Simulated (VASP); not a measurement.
A convergence study with VASP on GaP (zinc blende): one setting is varied, all else stays as given below, so the limit is that of these other settings. ε∞ is the independent-particle value.

```yaml
crystal:
  lattice:
    - [0.00000, 2.72500, 2.72500]
    - [2.72500, 0.00000, 2.72500]
    - [2.72500, 2.72500, 0.00000]
  atoms:
    - { symbol: Ga, position: [0.00000, 0.00000, 0.00000] }
    - { symbol: P, position: [0.25000, 0.25000, 0.25000] }
```

Method: PBEsol GGA, VASP's PBE PAW potentials (set 64) (plane waves; VASP). The tightest run used: 550 eV cut-off, 7×7×7 Γ-centred mesh, Gaussian smearing of 0.050 eV, potentials Ga_d P.

Q: The settings run are NBANDS = 10; NBANDS = 11; NBANDS = 13; NBANDS = 17; NBANDS = 25; NBANDS = 41; NBANDS = 73; NBANDS = 137. From which on does the mean ε∞ stay within 0.1  of the tightest run?

A: From NBANDS = 17 on: it is off by 0.06 there and by no more than 0.1 in any finer run, while NBANDS = 13 is off by 0.24.
| setting | mean ε∞ | bands | difference judged () |
|---|---|---|---|
| NBANDS = 10 | 10.11 | 10 | 2.80 |
| NBANDS = 11 | 11.64 | 11 | 1.27 |
| NBANDS = 13 | 12.67 | 13 | 0.24 |
| NBANDS = 17 | 12.84 | 17 | 0.06 |
| NBANDS = 25 | 12.87 | 25 | 0.04 |
| NBANDS = 41 | 12.88 | 41 | 0.02 |
| NBANDS = 73 | 12.90 | 73 | 0.01 |
| NBANDS = 137 | 12.91 | 137 | 0.00 |

Left out are rungs that failed or repeat a setting and relaxations that didn't move; long series are thinned to 24 rows.

The compound is GaP in the zinc blende structure. The cell was not relaxed at this level.
